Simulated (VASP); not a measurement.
Energy against volume of PbSe (rock salt). Computed with rev-vdW-DF2, VASP's PBE PAW potentials (set 64) (plane waves; VASP 6.6.1). Settings: 520 eV cut-off, 8×8×8 Γ-centred mesh, Gaussian smearing of 0.050 eV, potentials Pb_d Se.

```tsv
V (Å³/atom)	E (eV/atom)
28.433	-1.99518
29.313	-2.00005
30.192	-1.99661
31.072	-1.98608
```

Fit these four points and predict the energy of the run at 27.554 Å³/atom.

A cubic in V^(−2/3), the third-order Birch-Murnaghan form, passes through the four points with V0 = 29.37 Å³/atom and B0 = 50 GPa, and gives -1.9806 eV/atom there. The run gave -1.9805 eV/atom, +0.1 meV/atom from the fit; all five points give B0 = 50 GPa.

The compound is PbSe in the rock salt structure. It was relaxed first.
